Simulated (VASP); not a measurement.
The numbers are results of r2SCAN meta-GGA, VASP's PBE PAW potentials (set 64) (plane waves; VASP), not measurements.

A VASP calculation is set up with these files.

### INCAR
```
ALGO = Normal
EDIFF = 1E-7
EDIFFG = -0.01
ENCUT = 480
IBRION = 2
ISIF = 3
ISMEAR = 0
LASPH = .TRUE.
LCHARG = .FALSE.
LMAXMIX = 4
LMIXTAU = .TRUE.
LREAL = .FALSE.
LWAVE = .FALSE.
METAGGA = R2SCAN
NELM = 100
NSW = 40
PREC = Accurate
PSTRESS = 150
SIGMA = 0.05
SYSTEM = GaAs
```

File POSCAR:
```
GaAs
1
    0.0000000000     2.8321258993     2.8321258993
    2.8321258993     0.0000000000     2.8321258993
    2.8321258993     2.8321258993     0.0000000000
Ga As
1 1
Direct
  1.0000000000   1.0000000000   1.0000000000
  0.2500000000   0.2500000000   0.2500000000
```

### KPOINTS
```
Automatic mesh
0
Gamma
8 8 8
0 0 0
```

POTCAR, in this order: Ga_d As (PBE.64 set). Program: vasp_std.

Output of the run:

OSZICAR:
```
...
DAV:   2    -0.285292430037E+02    0.15344E+02   -0.74477E+01   849   0.399E+02    0.870E+00
DAV:   3    -0.263845248470E+02    0.21447E+01   -0.50006E+00   904   0.459E+01    0.567E+00
DAV:   4    -0.255510416159E+02    0.83348E+00   -0.13248E+00  1096   0.111E+01    0.245E+00
DAV:   5    -0.255843849778E+02   -0.33343E-01   -0.37746E-02   814   0.189E+00    0.242E+00
DAV:   6    -0.255089280956E+02    0.75457E-01   -0.99503E-03  1027   0.320E+00    0.189E+00
DAV:   7    -0.256290814984E+02   -0.12015E+00   -0.18365E-01   857   0.853E+00    0.264E-01
DAV:   8    -0.256352350591E+02   -0.61536E-02   -0.17435E-02   899   0.127E+00    0.462E-01
DAV:   9    -0.256359601286E+02   -0.72507E-03   -0.32341E-03   955   0.960E-01    0.268E-01
DAV:  10    -0.256368649824E+02   -0.90485E-03   -0.17303E-03   819   0.529E-01    0.572E-01
DAV:  11    -0.256364772714E+02    0.38771E-03   -0.91952E-04   769   0.367E-01    0.236E-01
DAV:  12    -0.256365148105E+02   -0.37539E-04   -0.55943E-04   852   0.291E-01    0.301E-02
DAV:  13    -0.256365425263E+02   -0.27716E-04   -0.62137E-05   834   0.912E-02    0.597E-03
DAV:  14    -0.256365463335E+02   -0.38071E-05   -0.31388E-05  1185   0.145E-01    0.287E-02
DAV:  15    -0.256365426251E+02    0.37083E-05   -0.71389E-06   962   0.519E-02    0.414E-03
DAV:  16    -0.256365426394E+02   -0.14281E-07   -0.10803E-06   913   0.200E-02    0.868E-04
DAV:  17    -0.256365428084E+02   -0.16902E-06   -0.15003E-07   527   0.400E-03    0.105E-03
DAV:  18    -0.256365428346E+02   -0.26159E-07   -0.19276E-08   377   0.209E-03
   2 F= -.22550648E+02 E0= -.22550648E+02  d E =0.248789E+00
       N       E                     dE             d eps       ncg     rms          rms(c)
DAV:   1    -0.313580884842E+02   -0.57215E+01   -0.71513E+01   969   0.257E+02    0.121E+01
DAV:   2    -0.278911499844E+02    0.34669E+01   -0.47286E+00   924   0.447E+01    0.607E+00
DAV:   3    -0.268268712677E+02    0.10643E+01   -0.18103E+00   944   0.318E+01    0.937E-01
DAV:   4    -0.267874983616E+02    0.39373E-01   -0.53120E-01   790   0.167E+01    0.413E-01
DAV:   5    -0.268192811381E+02   -0.31783E-01   -0.81334E-02   774   0.509E+00    0.411E-01
DAV:   6    -0.267993817264E+02    0.19899E-01   -0.20882E-02   904   0.255E+00    0.675E-01
DAV:   7    -0.268038492319E+02   -0.44675E-02   -0.19984E-02  1116   0.245E+00    0.916E-02
DAV:   8    -0.268182566887E+02   -0.14407E-01   -0.70060E-03   754   0.110E+00    0.244E-02
DAV:   9    -0.268182292648E+02    0.27424E-04   -0.78689E-05   909   0.767E-02    0.305E-02
DAV:  10    -0.268173679897E+02    0.86128E-03   -0.11416E-04   759   0.143E-01    0.215E-02
DAV:  11    -0.268189290723E+02   -0.15611E-02   -0.80263E-04   759   0.420E-01    0.831E-02
DAV:  12    -0.268189726496E+02   -0.43577E-04   -0.51461E-05   841   0.106E-01    0.952E-02
DAV:  13    -0.268189708669E+02    0.17827E-05   -0.30842E-06   869   0.231E-02    0.997E-02
DAV:  14    -0.268189719579E+02   -0.10910E-05   -0.42115E-07   874   0.865E-03    0.105E-01
DAV:  15    -0.268189841645E+02   -0.12207E-04   -0.29897E-06   799   0.132E-02    0.126E-01
DAV:  16    -0.268189828696E+02    0.12950E-05   -0.12306E-07   660   0.337E-03    0.123E-01
DAV:  17    -0.268189644102E+02    0.18459E-04   -0.13960E-05   789   0.237E-02    0.757E-02
DAV:  18    -0.268189537500E+02    0.10660E-04   -0.22429E-05   849   0.319E-02    0.148E-02
DAV:  19    -0.268189531456E+02    0.60441E-06   -0.31986E-06   973   0.146E-02    0.572E-03
DAV:  20    -0.268189530842E+02    0.61403E-07   -0.98939E-08   518   0.260E-03
   3 F= -.23119401E+02 E0= -.23119401E+02  d E =-.319964E+00
       N       E                     dE             d eps       ncg     rms          rms(c)
DAV:   1    -0.268048445524E+02    0.14109E-01   -0.46457E-02   989   0.500E+00    0.355E-01
DAV:   2    -0.268020321991E+02    0.28124E-02   -0.47903E-03   959   0.200E+00    0.164E-01
DAV:   3    -0.268013106577E+02    0.72154E-03   -0.76864E-04   929   0.752E-01    0.384E-02
DAV:   4    -0.268012225911E+02    0.88067E-04   -0.29019E-04   893   0.252E-01    0.975E-03
DAV:   5    -0.268012878161E+02   -0.65225E-04   -0.32948E-05   764   0.694E-02    0.924E-03
DAV:   6    -0.268012867505E+02    0.10656E-05   -0.39081E-06   919   0.228E-02    0.150E-02
DAV:   7    -0.268012829758E+02    0.37747E-05   -0.12514E-05   860   0.325E-02    0.124E-03
DAV:   8    -0.268012852513E+02   -0.22754E-05   -0.15628E-06   754   0.157E-02    0.788E-04
DAV:   9    -0.268012851167E+02    0.13455E-06   -0.33632E-08   587   0.222E-03    0.603E-04
DAV:  10    -0.268012844883E+02    0.62839E-06   -0.93134E-08   387   0.401E-03    0.318E-04
DAV:  11    -0.268012844496E+02    0.38756E-07   -0.27739E-08   377   0.278E-03
   4 F= -.23119975E+02 E0= -.23119975E+02  d E =-.320538E+00
       N       E                     dE             d eps       ncg     rms          rms(c)
DAV:   1    -0.267916209744E+02    0.96635E-02   -0.16686E-02   989   0.302E+00    0.212E-01
DAV:   2    -0.267906198384E+02    0.10011E-02   -0.17102E-03   959   0.119E+00    0.980E-02
DAV:   3    -0.267903639974E+02    0.25584E-03   -0.27649E-04   929   0.452E-01    0.231E-02
DAV:   4    -0.267903330170E+02    0.30980E-04   -0.10462E-04   893   0.152E-01    0.583E-03
DAV:   5    -0.267903561318E+02   -0.23115E-04   -0.11932E-05   764   0.417E-02    0.552E-03
DAV:   6    -0.267903559992E+02    0.13259E-06   -0.14241E-06   919   0.141E-02    0.895E-03
DAV:   7    -0.267903536153E+02    0.23838E-05   -0.44081E-06   855   0.195E-02    0.759E-04
DAV:   8    -0.267903545279E+02   -0.91257E-06   -0.55941E-07   754   0.953E-03    0.464E-04
DAV:   9    -0.267903544235E+02    0.10438E-06   -0.15445E-08   432   0.154E-03    0.340E-04
DAV:  10    -0.267903540921E+02    0.33148E-06   -0.28574E-08   382   0.212E-03    0.187E-04
DAV:  11    -0.267903540628E+02    0.29241E-07   -0.90799E-09   377   0.148E-03
   5 F= -.23119931E+02 E0= -.23119931E+02  d E =-.320494E+00
       N       E                     dE             d eps       ncg     rms          rms(c)
DAV:   1    -0.268099201181E+02   -0.19566E-01   -0.39006E-02   989   0.465E+00    0.322E-01
DAV:   2    -0.268075592988E+02    0.23608E-02   -0.39060E-03   959   0.175E+00    0.150E-01
DAV:   3    -0.268069317024E+02    0.62760E-03   -0.67015E-04   929   0.698E-01    0.344E-02
DAV:   4    -0.268068520797E+02    0.79623E-04   -0.24608E-04   901   0.238E-01    0.880E-03
DAV:   5    -0.268069127981E+02   -0.60718E-04   -0.28184E-05   759   0.649E-02    0.853E-03
DAV:   6    -0.268069097186E+02    0.30795E-05   -0.31917E-06   919   0.221E-02    0.136E-02
DAV:   7    -0.268069145014E+02   -0.47828E-05   -0.98561E-06   902   0.300E-02    0.117E-03
DAV:   8    -0.268069158198E+02   -0.13184E-05   -0.12934E-06   754   0.148E-02    0.696E-04
DAV:   9    -0.268069159933E+02   -0.17352E-06   -0.34552E-08   562   0.232E-03    0.507E-04
DAV:  10    -0.268069164782E+02   -0.48485E-06   -0.63412E-08   387   0.342E-03    0.232E-04
DAV:  11    -0.268069165548E+02   -0.76593E-07   -0.19924E-08   377   0.222E-03
   6 F= -.23119881E+02 E0= -.23119881E+02  d E =0.500703E-04
       N       E                     dE             d eps       ncg     rms          rms(c)
DAV:   1    -0.267982191608E+02    0.86973E-02   -0.13584E-02   989   0.272E+00    0.191E-01
DAV:   2    -0.267974061225E+02    0.81304E-03   -0.13908E-03   959   0.107E+00    0.884E-02
DAV:   3    -0.267971986713E+02    0.20745E-03   -0.22604E-04   929   0.408E-01    0.207E-02
DAV:   4    -0.267971741467E+02    0.24525E-04   -0.84728E-05   898   0.137E-01    0.526E-03
DAV:   5    -0.267971921470E+02   -0.18000E-04   -0.94713E-06   764   0.369E-02    0.498E-03
DAV:   6    -0.267971921162E+02    0.30881E-07   -0.11440E-06   914   0.126E-02    0.807E-03
DAV:   7    -0.267971899338E+02    0.21824E-05   -0.35937E-06   863   0.176E-02    0.677E-04
DAV:   8    -0.267971906673E+02   -0.73350E-06   -0.44361E-07   754   0.848E-03    0.418E-04
DAV:   9    -0.267971905679E+02    0.99414E-07   -0.13107E-08   417   0.143E-03
   7 F= -.23119993E+02 E0= -.23119993E+02  d E =-.617219E-04
```

File OUTCAR:
```
------------------------ aborting loop because EDIFF is reached ----------------------------------------
  FORCE on cell =-STRESS in cart. coord.  units (eV):
  Direction    XX          YY          ZZ          XY          YZ          ZX
  --------------------------------------------------------------------------------------
  Total        3.6853616      3.6853616      3.6853616      0.0000000      0.0000000      0.0000000
  in kB      150.3330266    150.3330266    150.3330266      0.0000000      0.0000000      0.0000000
  external PRESSURE =       0.3330266 kB  Pullay stress =     150.0000000 kB
  volume of cell :       39.28
      direct lattice vectors                 reciprocal lattice vectors
    -0.000000000  2.697959539  2.697959539    -0.185325240  0.185325240  0.185325240
     2.697959539  0.000000000  2.697959539     0.185325240 -0.185325240  0.185325240
     2.697959539  2.697959539  0.000000000     0.185325240  0.185325240 -0.185325240
  FREE ENERGIE OF THE ION-ELECTRON SYSTEM (eV)
  ---------------------------------------------------
  free  energy   TOTEN  =       -26.7971905679 eV

  energy  without entropy=      -26.7971905679  energy(sigma->0) =      -26.79719057
  enthalpy is  TOTEN    =       -23.1199929553 eV   P V=        3.6771976125

 reached required accuracy - stopping structural energy minimisation
```
(Selected blocks of OUTCAR.)

### CONTCAR
```
GaAs
   1.00000000000000
    -0.0000000000000000    2.6979595394056979    2.6979595394056979
     2.6979595394056979    0.0000000000000000    2.6979595394056979
     2.6979595394056979    2.6979595394056979    0.0000000000000000
  Ga              As
     1     1
Direct
     0.0000000000000000    0.0000000000000000    0.0000000000000000
     0.2500000000000000    0.2500000000000000    0.2500000000000000
```

Energy and stress use the plane-wave basis of the starting cell.

The compound is GaAs in the zinc blende structure. This run relaxes it under an external pressure of 15 GPa. Symmetry was kept, so distortions that lower it aren't found.
